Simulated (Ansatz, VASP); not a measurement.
# Si4IrPt in VASP and in Ansatz

```
Si Ir Pt
1.0
     4.38970    0.00000    0.00000
    -2.19485    3.80159    0.00000
     0.00000    0.00000    9.19121
Si Ir Pt
4 1 1
Direct
  0.00000 0.00000 0.75947
  0.00000 0.00000 0.24053
  0.33333 0.66667 0.50000
  0.66667 0.33333 0.50000
  0.00000 0.00000 0.50000
  0.00000 0.00000 0.00000
```

Alike in both runs: functional PBE; k mesh 6 × 6 × 2; occupations gaussian, width 0.1 eV; no spin polarisation.

Ansatz relaxed the structure, and its values are those at the end. VASP's run is a single point on that final structure, the one shown.

```csv
,VASP,Ansatz
version,VASP 6.6.1,Ansatz 0.2.0
potentials or method,"VASP PAW PBE potentials, release 64 (Si, Ir, Pt)","scalar-relativistic, plane waves, PAW"
plane-wave cutoff (eV),520,420
valence electrons in the cell,35,51
```

|  | VASP | Ansatz | Ansatz less VASP |
| --- | --- | --- | --- |
| gap on the k mesh at the Fermi level (eV) | none | none | - |
| pressure (GPa) | 0.1 | 0.0 | -0.09 |
| rms of the force components (eV/Å) | 0.015 | 0.002 | -0.0128 |

A gap of «none» marks a metal or a gap that the smearing closes. The two sets of potentials don't hold the same shells in valence.

Spin-orbit coupling is left out, which matters for the levels of Ir, Pt.
